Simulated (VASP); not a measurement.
**Sn: transverse stress against strain**

Sn (diamond, Fd-3m, 36.801 Å³/atom at rest, cube axes along x, y and z) under an equal strain ε along x and y, with z held. PBE in VASP (plane waves, PAW), 480 eV, 8×8×8 Γ-centred mesh, Methfessel-Paxton smearing 0.10 eV; ions are relaxed within the symmetry of each cell. Stress is positive for a compressed cell.

Here s stands for strain and y for stress zz.

| strain (%) | stress zz (GPa) |
|---|---|
| -1.50 | 0.85 |
| -1.00 | 0.56 |
| -0.50 | 0.28 |
| 0.00 | 0.01 |
| 0.50 | -0.25 |
| 1.00 | -0.50 |
| 1.50 | -0.73 |
| 3.00 | ? |

Fit y of the 7 rows that show it with a straight line. Means: s 0, y 0.031. About the means, the sum of products is -3.6950 and the sum of squares of s is 7.0000; the slope is their ratio. Least squares gives y = 0.031 - 0.5279·s. Residuals (row less fit): 0.027, 0.001, -0.015, -0.021, -0.017, -0.003, 0.031; standard error 0.023 (degrees of freedom: 5). The slope gives the elastic constant 2C12 = 53 ± 0.9 GPa.

Task: Predict the withheld y at s = 3.00 from the fit, and compare with the calculation.

Result: y = 0.031 - 0.5279 × 3.0 = -1.553 GPa. The calculation gives -1.34 GPa, 0.213 GPa above the prediction (9.7 % of the range of y in the table). The row lies outside the fitted rows, so this is an extrapolation. From the scatter of the fitted rows alone, a prediction at this place has a standard error of 0.036 GPa, so the miss is 5.9 times that.

One order more, fitted to all 13 runs of the series, follows each within 0.01, so the miss is the next term of a smooth law. This level leaves no gap over 0.05 eV at strain -1.50, -1.00, -0.50, 0.00, 0.50, 1.00, 1.50, 3.00, where the mesh may be coarse. Sn is here grey tin, stable below 13 °C. Rows are the converged runs of the series near zero and its far end; series whose fitted rows scatter by over a few per cent of the range, as at a crossing or softening among them, aren't shown in this form. Most that stay on the fit to the last digits aren't either.
